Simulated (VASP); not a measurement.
A run of VASP 6.6.1 is set up as follows.

The input INCAR:

```
SYSTEM = Sn
ALGO     = Normal         ! electronic algorithm
EDIFF    = 1E-7           ! SCF threshold, eV
ENCUT    = 520            ! plane-wave cutoff, eV
GGA      = PS             ! functional
ISIF     = 2              ! what is computed and relaxed
ISMEAR   = -1             ! smearing method
LASPH    = .True.         ! aspherical terms in the spheres
LCHARG   = .False.        ! write CHGCAR
LEFG     = .True.       
LREAL    = .False.        ! projectors in reciprocal space
LWAVE    = .False.        ! write WAVECAR
NELM     = 100            ! most SCF steps
PREC     = Accurate       ! precision mode
SIGMA    = 0.05           ! smearing width, eV
```

Contents of KPOINTS:

```
k-points
0
Gamma
  12 12 12
  0 0 0
```

File POSCAR:

```
Sn
1.0
   -2.9196440750      2.9196440750      1.5938000000
    2.9196440750     -2.9196440750      1.5938000000
    2.9196440750      2.9196440750     -1.5938000000
Sn
2
Direct
    0.0000000000      0.0000000000      0.0000000000
    0.7500000000      0.2500000000      0.5000000000
```

Potentials or basis: VASP PAW PBE potentials, release 64 (Sn_d).

Launch:

```console
$ cat potpaw_PBE.64/Sn_d/POTCAR > POTCAR
$ mpirun -np 1 vasp_std > vasp.out
```

**Question.** What does it give for the band gap on the k mesh?

**Answer.** None (metal or under the smearing width).

**Question.** What does it give for the pressure?

**Answer.** -0.7 GPa.

Electric field gradients, principal values (V/Å²):
```csv
atom,Vxx,Vyy,Vzz
1 Sn,-19.931,-19.933,39.864
2 Sn,-19.931,-19.933,39.864
```

Caveat: the PAW data sets were made with another functional, which shifts forces and pressure a little.
